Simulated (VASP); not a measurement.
These are LDA (Ceperley-Alder, Perdew-Zunger), VASP's LDA PAW potentials (set 64) (plane waves; VASP 6.6.1) values and carry that method's errors.

VASP input:

File KPOINTS:
```
Automatic mesh
0
Gamma
7 7 4
0 0 0
```

INCAR:
```
# general
SYSTEM =CdSe
PREC   =Accurate
ENCUT  =520
LREAL  =.FALSE.
LASPH  =.TRUE.

# electronic loop
EDIFF  =1E-6
NELM   =100   # most electronic steps
ALGO   =Normal
LMAXMIX=4

# smearing
ISMEAR =0
SIGMA  =0.05

# ions
IBRION =2
NSW    =60   # most ionic steps
ISIF   =3   # ions, shape and volume
EDIFFG =-0.01   # ionic stop

# output
LWAVE  =.FALSE.
LCHARG =.FALSE.
```

POSCAR:
```
CdSe
1
    2.1311825599    -3.6913162439    -0.0000000000
    2.1311825599     3.6913162439     0.0000000000
    0.0000000000     0.0000000000     6.9516230557
Cd Se
2 2
Direct
  0.6666670000   0.3333330000   0.5000118906
  0.3333330000   0.6666670000   0.0000118906
  0.6666670000   0.3333330000   0.8759881094
  0.3333330000   0.6666670000   0.3759881094
```

POTCAR, in this order: Cd Se (LDA.64 set). Program: vasp_std.

### Question
Predict the energy per atom (σ→0).

### Answer

The energy per atom (σ→0) is -3.379 eV/atom.

OSZICAR:
```
...
DAV:   7    -0.135277320540E+02    0.45106E-01   -0.56948E-01  1170   0.436E+00    0.250E+00
DAV:   8    -0.135184992756E+02    0.92328E-02   -0.81788E-02  1140   0.320E+00    0.393E-01
DAV:   9    -0.135178548978E+02    0.64438E-03   -0.10086E-02  1194   0.134E+00    0.128E-01
DAV:  10    -0.135177233875E+02    0.13151E-03   -0.75464E-04  1296   0.367E-01    0.488E-02
DAV:  11    -0.135177390558E+02   -0.15668E-04   -0.82745E-05  1128   0.703E-02    0.146E-02
DAV:  12    -0.135177369185E+02    0.21373E-05   -0.25601E-05  1276   0.601E-02    0.725E-03
DAV:  13    -0.135177367599E+02    0.15862E-06   -0.30174E-06   928   0.216E-02
   1 F= -.13517737E+02 E0= -.13517737E+02  d E =-.135177E+02
```

The compound is CdSe in the wurtzite structure. It was relaxed first. The start is the result of an earlier pass.
